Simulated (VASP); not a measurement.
OSZICAR of a VASP run on GaSb (zinc blende):

OSZICAR:
```
       N       E                     dE             d eps       ncg     rms          rms(c)
DAV:   1     0.772845230451E+02    0.77285E+02   -0.88811E+03   520   0.176E+03
DAV:   2    -0.267630913377E+01   -0.79961E+02   -0.78031E+02   595   0.310E+02
DAV:   3    -0.814207923412E+01   -0.54658E+01   -0.54469E+01   650   0.715E+01
DAV:   4    -0.823986771555E+01   -0.97788E-01   -0.97761E-01   581   0.108E+01
DAV:   5    -0.824274165172E+01   -0.28739E-02   -0.28739E-02   702   0.163E+00    0.316E+00
DAV:   6    -0.816639047244E+01    0.76351E-01   -0.10023E-01   680   0.617E+00    0.188E+00
DAV:   7    -0.813909678433E+01    0.27294E-01   -0.53028E-02   620   0.233E+00    0.371E-01
DAV:   8    -0.813913151502E+01   -0.34731E-04   -0.54305E-03   697   0.109E+00    0.986E-02
DAV:   9    -0.813941663336E+01   -0.28512E-03   -0.49083E-04   575   0.205E-01    0.364E-02
DAV:  10    -0.813941443572E+01    0.21976E-05   -0.22772E-05   651   0.460E-02    0.848E-03
DAV:  11    -0.813942570422E+01   -0.11269E-04   -0.13663E-05   550   0.286E-02    0.437E-03
DAV:  12    -0.813942592767E+01   -0.22345E-06   -0.47346E-07   430   0.765E-03
   1 F= -.81394259E+01 E0= -.81393236E+01  d E =-.813943E+01
       N       E                     dE             d eps       ncg     rms          rms(c)
DAV:   1    -0.815388050634E+01   -0.14455E-01   -0.19386E-01   680   0.818E+00    0.669E-01
DAV:   2    -0.814296673657E+01    0.10914E-01   -0.21296E-02   650   0.296E+00    0.308E-01
DAV:   3    -0.814025429594E+01    0.27124E-02   -0.34664E-03   685   0.105E+00    0.680E-02
DAV:   4    -0.813996508990E+01    0.28921E-03   -0.34720E-04   626   0.293E-01    0.224E-02
DAV:   5    -0.813994141746E+01    0.23672E-04   -0.21351E-05   648   0.617E-02    0.681E-03
DAV:   6    -0.813994025544E+01    0.11620E-05   -0.37388E-06   445   0.367E-02    0.292E-03
DAV:   7    -0.813994032880E+01   -0.73357E-07   -0.45353E-07   265   0.110E-02
   2 F= -.81399403E+01 E0= -.81398111E+01  d E =-.514401E-03
       N       E                     dE             d eps       ncg     rms          rms(c)
DAV:   1    -0.814024610149E+01   -0.30585E-03   -0.39640E-03   675   0.116E+00    0.969E-02
DAV:   2    -0.814001887218E+01    0.22723E-03   -0.45446E-04   650   0.441E-01    0.443E-02
DAV:   3    -0.813996379190E+01    0.55080E-04   -0.67865E-05   693   0.145E-01    0.102E-02
DAV:   4    -0.813995808912E+01    0.57028E-05   -0.68607E-06   550   0.400E-02    0.327E-03
DAV:   5    -0.813995770905E+01    0.38007E-06   -0.37988E-07   260   0.898E-03
   3 F= -.81399577E+01 E0= -.81398269E+01  d E =-.531781E-03
```

Q: Which electronic solver shows in the log?

A: It is blocked Davidson (ALGO = Normal, or the opening steps of other solvers). The INCAR had ALGO = Normal.

Q: Can the final energy be trusted as converged?

A: The calculation finished and met its thresholds. It stopped with EDIFF = 1E-6, NELM = 100, NSW = 60 and EDIFFG = -0.01 after 3 ionic steps (PBEsol GGA, plane waves, VASP's PBE PAW potentials (set 64)).

The compound is GaSb in the zinc blende structure. This run relaxes it. Symmetry was kept, so distortions that lower it aren't found.
